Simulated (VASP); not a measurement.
# A VASP study of OsPd (r2SCAN): structure first, properties next, part 3 of 5

What structure does OsPd take at this level, and what are its properties? The cell is invented: it takes the structure of COD entry 4334349, Pt (space group 225 there), with all of its atoms replaced by other elements, volume scaled by an estimate. It may not be a known or stable phase. Left out of this account: 1 further run (relaxation: it shows nothing beyond the runs told).

VASP 6.6.1, plane waves and PAW; the level of theory is named at each step.

So far. Step 3 (Relaxing cell and atoms (r2SCAN)): It ends with forces that vanish by symmetry and a pressure of 0.07 GPa. Step 4 (Density, ELF and potential (r2SCAN)): In this run the pressure is 0.10 GPa, small enough to go on.

## 5. Band structure (r2SCAN)

Level of this step: r2SCAN; plane waves and PAW (Os, Pd); invented cell (VASP).

Levels along the symmetry lines show where the bands peak and cross; KPOINTS_OPT computes them in the converged potential.

INCAR reads:

```
SYSTEM = OsPd
PREC = Accurate
ENCUT = 400
EDIFF = 1E-06
NELM = 100
ISMEAR = 1
SIGMA = 0.2
LREAL = .FALSE.
ALGO = Normal
METAGGA = R2SCAN
LASPH = .TRUE.
NBANDS = 21
LORBIT = 11
LWAVE = .FALSE.
LCHARG = .FALSE.
```

POSCAR reads:

```
OsPd
1.0
    2.6771965553      0.0000000000      0.0000000000
    0.0000000000      2.6771965553      0.0000000000
    0.0000000000      0.0000000000      4.0082722566
Os Pd
1 1
Direct
    0.0000000000      0.0000000000      0.0000000000
    0.5000000000      0.5000000000      0.5000000000
```

KPOINTS reads:

```
Automatic mesh
0
Gamma
8 8 6
0 0 0
```

KPOINTS_OPT reads:

```
Line mode
16
Line-mode
Reciprocal
  0.00000000   0.00000000   0.00000000 GAMMA
  0.00000000   0.50000000   0.00000000 X

  0.00000000   0.50000000   0.00000000 X
  0.50000000   0.50000000   0.00000000 M

  0.50000000   0.50000000   0.00000000 M
  0.00000000   0.00000000   0.00000000 GAMMA

  0.00000000   0.00000000   0.00000000 GAMMA
  0.00000000   0.00000000   0.50000000 Z

  0.00000000   0.00000000   0.50000000 Z
  0.00000000   0.50000000   0.50000000 R

  0.00000000   0.50000000   0.50000000 R
  0.50000000   0.50000000   0.50000000 A

  0.50000000   0.50000000   0.50000000 A
  0.00000000   0.00000000   0.50000000 Z

  0.00000000   0.50000000   0.00000000 X
  0.00000000   0.50000000   0.50000000 R

  0.50000000   0.50000000   0.00000000 M
  0.50000000   0.50000000   0.50000000 A
```

PAW data sets: Os and Pd (PBE family, release 64).

Started as:

```console
$ mpirun -np 1 vasp_std
```

Log:

```text
[... set-up lines as in an earlier step ...]
 entering main loop
       N       E                     dE             d eps       ncg     rms          rms(c)
DAV:   1     0.289965311534E+02    0.28997E+02   -0.75159E+03  2720   0.687E+02
DAV:   2    -0.768764572779E+02   -0.10587E+03   -0.95776E+02  2840   0.217E+02
DAV:   3    -0.797184794540E+02   -0.28420E+01   -0.28166E+01  3019   0.341E+01
DAV:   4    -0.797409864642E+02   -0.22507E-01   -0.22464E-01  3504   0.311E+00
DAV:   5    -0.797413401852E+02   -0.35372E-03   -0.35352E-03  2890   0.390E-01    0.177E+01
DAV:   6    -0.751793402420E+02    0.45620E+01   -0.20218E+00  3172   0.129E+01    0.714E+00
DAV:   7    -0.752892569005E+02   -0.10992E+00   -0.34296E-01  3447   0.718E+00    0.386E+00
DAV:   8    -0.751333015255E+02    0.15596E+00   -0.25941E-01  2909   0.643E+00    0.271E+00
DAV:   9    -0.751355433644E+02   -0.22418E-02   -0.16128E-02  2990   0.134E+00    0.234E-01
DAV:  10    -0.751350932587E+02    0.45011E-03   -0.22441E-03  3045   0.495E-01    0.106E-01
DAV:  11    -0.751351292464E+02   -0.35988E-04   -0.36410E-04  2857   0.152E-01    0.380E-02
DAV:  12    -0.751351236440E+02    0.56025E-05   -0.22083E-05  3118   0.496E-02    0.239E-02
DAV:  13    -0.751351272502E+02   -0.36063E-05   -0.82576E-06  2853   0.241E-02    0.318E-03
DAV:  14    -0.751351273205E+02   -0.70209E-07   -0.26296E-07  1530   0.427E-03
   1 F= -.75135127E+02 E0= -.75133395E+02  d E =-.519838E-02
 Start KPOINTS_OPT (optional k-point list driver)
k-point batch [1-60\144]
       N       E                     dE             ncg
DAV:   1     0.134700843920E+05   -0.11413E+05     2608
DAV:   2     0.672923044923E+04   -0.67409E+04     2860
DAV:   3     0.654063550938E+04   -0.18859E+03     3014
DAV:   4     0.653920477237E+04   -0.14307E+01     3457
DAV:   5     0.653918169606E+04   -0.23076E-01     2753
DAV:   6     0.653918115191E+04   -0.54414E-03     3241
DAV:   7     0.653918113706E+04   -0.14855E-04     2744
DAV:   8     0.653918113665E+04   -0.41247E-06     2051
[...]
k-point batch [121-144\144]
       N       E                     dE             ncg
DAV:   1     0.283468760181E+05   -0.13261E+05     1032
DAV:   2     0.257155204128E+05   -0.26314E+04     1113
DAV:   3     0.256397024410E+05   -0.75818E+02     1213
DAV:   4     0.256391149194E+05   -0.58752E+00     1263
DAV:   5     0.256391041911E+05   -0.10728E-01     1091
DAV:   6     0.256391039267E+05   -0.26436E-03     1341
DAV:   7     0.256391039207E+05   -0.60063E-05     1071
DAV:   8     0.256391039205E+05   -0.17433E-06      810
```

The job ended after 75 s (1 MPI rank of Intel Xeon 6975P-C (Granite Rapids), shared host; peak memory 0.16 GiB).

From OUTCAR (step 5):

```text
   k-points           NKPTS =     60   k-points in BZ     NKDIM =     60   number of bands    NBANDS=     21

   NELECT =      18.0000    total number of electrons

 E-fermi :   9.7903

 k-point     1 :       0.0000    0.0000    0.0000
  band No.  band energies     occupation
    ...
      4       5.8498      2.00000
      5       6.3465      2.00000
      6       6.3465      2.00000
      7       8.0149      2.00000
      8       8.2094      2.00000
      9      11.2439     -0.00000
     10      11.2439     -0.00000
     11      11.4857     -0.00000
     12      11.5014     -0.00000
     13      20.6299      0.00000
    ...

  Total        0.0160008      0.0160008      0.0127458      0.0000000      0.0000000     -0.0000000
  in kB        0.8923469      0.8923469      0.7108201      0.0000000      0.0000000     -0.0000000
  external PRESSURE =       0.8318380 kB  Pullay stress =       0.0000000 kB

  FREE ENERGIE OF THE ION-ELECTRON SYSTEM (eV)
  ---------------------------------------------------
  free  energy   TOTEN  =       -75.1351273205 eV

  energy  without entropy=      -75.1299289400  energy(sigma->0) =      -75.13339453

[... 9 parts as in an earlier step ...]

[... 8 further parts left out ...]
```

Spin-orbit coupling is off here; with elements this heavy it splits and shifts levels by tenths of an eV or more.

This step gave:

| Item | Value |
| --- | --- |
| bands | 21 |
| pressure | 0.08318 GPa |

The electronic bands at the labelled points (eV, zero at the Fermi level; # counts the bands kept):

```csv
point,#6,#7,#8,#9,#10,#11,#12
Γ,-3.44,-1.78,-1.58,1.45,1.45,1.70,1.71
0.47 of the way,-3.01,-2.45,-2.21,-1.17,0.20,1.04,6.86
X,-3.62,-2.89,-2.26,-1.21,0.31,1.85,4.92
0.47 of the way,-2.81,-0.80,-0.71,-0.57,0.47,2.66,4.96
M,-0.30,0.77,0.77,1.29,2.99,2.99,3.57
0.53 of the way,-2.73,-2.05,-1.79,-1.08,-0.66,1.06,8.73
Γ,-3.44,-1.78,-1.58,1.45,1.45,1.70,1.71
0.47 of the way,-3.13,-2.36,-1.53,-0.37,0.72,0.72,1.61
Z,-2.54,-2.54,-2.42,-1.46,-0.30,-0.30,1.51
0.47 of the way,-3.72,-2.85,-2.62,-0.15,0.51,0.62,0.80
R,-3.36,-0.24,-0.07,0.16,0.31,1.27,1.55
0.53 of the way,-3.06,-2.79,-1.44,-0.53,1.23,5.58,5.76
A,-3.97,-2.59,-0.63,-0.30,3.57,8.73,8.73
0.47 of the way,-4.07,-2.96,-1.30,-1.14,-1.09,2.30,3.68
Z,-2.54,-2.54,-2.42,-1.46,-0.30,-0.30,1.51
jump to X,-3.62,-2.89,-2.26,-1.21,0.31,1.85,4.92
0.53 of the way,-3.02,-2.23,-2.20,-0.22,0.87,1.33,3.87
R,-3.36,-0.24,-0.07,0.16,0.31,1.27,1.55
jump to M,-0.30,0.77,0.77,1.29,2.99,2.99,3.57
0.47 of the way,-1.49,-1.33,-0.30,0.51,3.57,5.59,5.59
A,-3.97,-2.59,-0.63,-0.30,3.57,8.73,8.73
```

Of the projections kept (Os, Pd), the largest for each band there; the rest of the weight can lie on other orbitals:

```csv
point,#6,#7,#8,#9,#10,#11,#12
Γ,Pd 0.75,Pd 0.52,Pd 0.95,Os 0.73,Os 0.73,Os 0.95,Pd 0.53
X,Os 0.83,Pd 0.99,Pd 1.00,Os 0.99,Os 1.00,Pd 0.80,Os 0.88
M,Pd 1.00,Os 0.54,Os 0.54,Os 0.73,Pd 0.52,Pd 0.52,Os 1.00
Γ,Pd 0.75,Pd 0.52,Pd 0.95,Os 0.73,Os 0.73,Os 0.95,Pd 0.53
Z,Pd 0.98,Pd 0.98,Os 0.90,Pd 1.00,Os 0.96,Os 0.96,Os 1.00
R,Pd 0.66,Pd 0.79,Os 0.67,Pd 0.70,Os 0.64,Os 0.82,Os 0.73
```

There is no gap at this level.

## 6. Density of states (r2SCAN)

Here the states are counted by energy and projected on the atoms. The mesh is finer than in the run before.

Edit INCAR of step 5 so:

```diff
@@ -5,3 +5,3 @@
 NELM = 100
-ISMEAR = 1
+ISMEAR = -5
 SIGMA = 0.2
@@ -15 +15,2 @@
 LCHARG = .FALSE.
+NEDOS = 2001
```

POSCAR is that of step 5.

KPOINTS reads:

```
Automatic mesh
0
Gamma
12 12 8
0 0 0
```

Started as:

```console
$ mpirun -np 1 vasp_std
```

Log:

```text
[... set-up lines as in an earlier step ...]
 entering main loop
       N       E                     dE             d eps       ncg     rms          rms(c)
DAV:   1     0.297487568177E+02    0.29749E+02   -0.75896E+03  6304   0.690E+02
DAV:   2    -0.767547964545E+02   -0.10650E+03   -0.96757E+02  6565   0.216E+02
DAV:   3    -0.796806031054E+02   -0.29258E+01   -0.28930E+01  7122   0.345E+01
DAV:   4    -0.797042610227E+02   -0.23658E-01   -0.23554E-01  8068   0.321E+00
DAV:   5    -0.797046762282E+02   -0.41521E-03   -0.41495E-03  6729   0.427E-01    0.177E+01
DAV:   6    -0.751335782772E+02    0.45711E+01   -0.20297E+00  7434   0.129E+01    0.708E+00
DAV:   7    -0.752463224371E+02   -0.11274E+00   -0.40340E-01  8143   0.673E+00    0.373E+00
DAV:   8    -0.750939672745E+02    0.15236E+00   -0.26693E-01  6823   0.619E+00    0.273E+00
DAV:   9    -0.750971750860E+02   -0.32078E-02   -0.16952E-02  7013   0.134E+00    0.262E-01
DAV:  10    -0.750964653435E+02    0.70974E-03   -0.19534E-03  7035   0.412E-01    0.989E-02
DAV:  11    -0.750966047010E+02   -0.13936E-03   -0.35185E-04  6770   0.144E-01    0.364E-02
DAV:  12    -0.750966438572E+02   -0.39156E-04   -0.27822E-05  7161   0.501E-02    0.266E-02
DAV:  13    -0.750966418864E+02    0.19708E-05   -0.57447E-06  6624   0.171E-02    0.341E-03
DAV:  14    -0.750966336549E+02    0.82315E-05   -0.25971E-07  3575   0.430E-03    0.119E-03
DAV:  15    -0.750966353021E+02   -0.16472E-05   -0.48498E-08  3315   0.216E-03    0.126E-03
DAV:  16    -0.750966352880E+02    0.14103E-07   -0.66714E-09  3305   0.687E-04
   1 F= -.75096635E+02 E0= -.75096635E+02  d E =0.000000E+00
 -----------------------------------------------------------------------------
|                                                                             |
|           W    W    AA    RRRRR   N    N  II  N    N   GGGG   !!!           |
|           W    W   A  A   R    R  NN   N  II  NN   N  G    G  !!!           |
|           W    W  A    A  R    R  N N  N  II  N N  N  G       !!!           |
|           W WW W  AAAAAA  RRRRR   N  N N  II  N  N N  G  GGG   !            |
|           WW  WW  A    A  R   R   N   NN  II  N   NN  G    G                |
|           W    W  A    A  R    R  N    N  II  N    N   GGGG   !!!           |
|                                                                             |
|     Tetrahedron method does not include variations of the Fermi             |
|     occupations, so forces and stress will be inaccurate. We suggest        |
|     using a different smearing scheme ISMEAR = 1 or 2 for metals in         |
|     relaxations.                                                            |
|                                                                             |
 -----------------------------------------------------------------------------
```

Run time: 91 s. Hardware: 1 MPI rank; peak memory 0.18 GiB.

Parts of OUTCAR (step 6):

```text
   k-points           NKPTS =    140   k-points in BZ     NKDIM =    140   number of bands    NBANDS=     21

   NELECT =      18.0000    total number of electrons

 E-fermi :   9.7387

 k-point     1 :       0.0000    0.0000    0.0000
  band No.  band energies     occupation
    ...
      4       5.8364      2.00000
      5       6.3377      2.00000
      6       6.3377      2.00000
      7       8.0018      2.00000
      8       8.2025      2.00000
      9      11.2320     -0.67174
     10      11.2320      0.00000
     11      11.4811      0.00000
     12      11.4975      0.00000
     13      20.6218      0.00000
    ...

  Total        0.1556782      0.1556782     -0.0906175      0.0000000      0.0000000     -0.0000000
  in kB        8.6820186      8.6820186     -5.0536494      0.0000000      0.0000000     -0.0000000
  external PRESSURE =       4.1034626 kB  Pullay stress =       0.0000000 kB

  FREE ENERGIE OF THE ION-ELECTRON SYSTEM (eV)
  ---------------------------------------------------
  free  energy   TOTEN  =       -75.0966352880 eV

  energy  without entropy=      -75.0966352880  energy(sigma->0) =      -75.09663529

[... 7 parts as in an earlier step ...]

[... 10 further parts left out ...]
```

With tetrahedra the forces and stress of a metal are not exact derivatives of the energy.

Numbers from this step:

| Property | Result |
| --- | --- |
| SCF cycles | 16 |
| irreducible k-points | 140 |
| free energy (TOTEN) | -75.0966 eV |
| Fermi energy | 9.739 eV |
| pressure | 0.4103 GPa |
| DOS at the Fermi level | 2.572 states/eV/cell |

The density of states has structure finer than the step of the table below, so its rows give means over 0.5 eV, whole bins alone (the curve runs from -11.8 to 7.99 eV). Peaks (eV: height): total -5.92: 3.34, -3.66: 3.78, -3.36: 4.67, -3.16: 4.39; Pd d -4.26: 1.71, -3.36: 2.54, -3.16: 2.45, -2.24: 1.79; Os d -3.36: 1.53, -0.97: 1.37, 0.01: 1.62, 0.85: 1.92; Pd s -6.00: 0.304, -3.82: 0.0728; Os s -7.11: 0.292, -3.16: 0.0473.

States under -11.8 eV and over 8.0 eV are left out. Density of states against energy, zero at the Fermi level; means over each step; values in states/eV/cell:

```csv
energy (eV),total,Pd d,Os d,Pd s,Os s
-10.0,3.7e-5,0,0,1.1e-5,1.8e-5
-9.5,0.0458,6.0e-4,6.3e-4,0.0141,0.0216
-9.0,0.110,0.00187,0.00224,0.0314,0.0504
-8.5,0.166,0.00449,0.00573,0.0418,0.0732
-8.0,0.257,0.0113,0.0153,0.0521,0.110
-7.5,0.378,0.0377,0.0355,0.0603,0.147
-7.0,0.910,0.254,0.176,0.0776,0.239
-6.5,1.84,0.700,0.513,0.155,0.204
-6.0,3.14,1.37,0.981,0.255,0.141
-5.5,2.70,1.30,0.876,0.143,0.0315
-5.0,2.29,1.25,0.660,0.0408,0.00909
-4.5,2.58,1.51,0.684,0.0249,0.0170
-4.0,2.60,1.43,0.719,0.0579,0.0234
-3.5,3.74,1.98,1.20,0.0583,0.0359
-3.0,3.01,1.64,0.927,0.0382,0.0367
-2.5,2.83,1.51,0.854,0.0307,0.0317
-2.0,2.60,1.34,0.862,0.0205,0.0241
-1.5,1.47,0.641,0.598,0.0101,0.0149
-1.0,1.87,0.625,1.01,0.00695,0.0211
-0.5,2.16,0.845,1.13,0.00530,0.0175
0.0,2.34,0.739,1.40,0.00933,0.0183
0.5,1.69,0.366,1.18,0.00822,0.0147
1.0,2.53,0.627,1.68,0.0196,0.0318
1.5,1.28,0.304,0.761,0.0264,0.0323
2.0,0.652,0.153,0.299,0.0252,0.0244
2.5,0.541,0.109,0.234,0.0210,0.0220
3.0,0.467,0.0875,0.181,0.0187,0.0197
3.5,0.398,0.0747,0.133,0.0170,0.0182
4.0,0.371,0.0671,0.117,0.0164,0.0170
4.5,0.395,0.0631,0.129,0.0166,0.0179
5.0,0.512,0.0637,0.190,0.0196,0.0268
5.5,0.518,0.0626,0.181,0.0224,0.0285
6.0,0.448,0.0575,0.134,0.0223,0.0241
6.5,0.406,0.0538,0.104,0.0236,0.0230
7.0,0.344,0.0461,0.0788,0.0218,0.0202
7.5,0.225,0.0303,0.0462,0.0154,0.0144
```

The finer mesh and the other smearing move the Fermi level by -0.05 eV from the 8×8×6 run, one measure of the sampling error in the zero of the bands above. Of the states within 0.3 eV of the Fermi level, the largest shares in the PAW spheres are Os d 59 % and Pd d 32 %. The rest lies in smaller channels or between the spheres.

(Part 3 of 5 ends here.)

[Lines on the potential files, build, host, timing and source positions are cut from VASP's logs without a mark.]

[Logs are printed without paths, hosts, clocks, repeated set-up lines and the standing remarks that a program may print on its own settings, such as how far it seeks lower states.]

[Hosts, paths, dates, database ids (printed as entryN), source tags and the programs' standing remarks are cut or masked in the printed files.]

[A measured line is paired with the nearest computed mode of its activity, which favours agreement.]
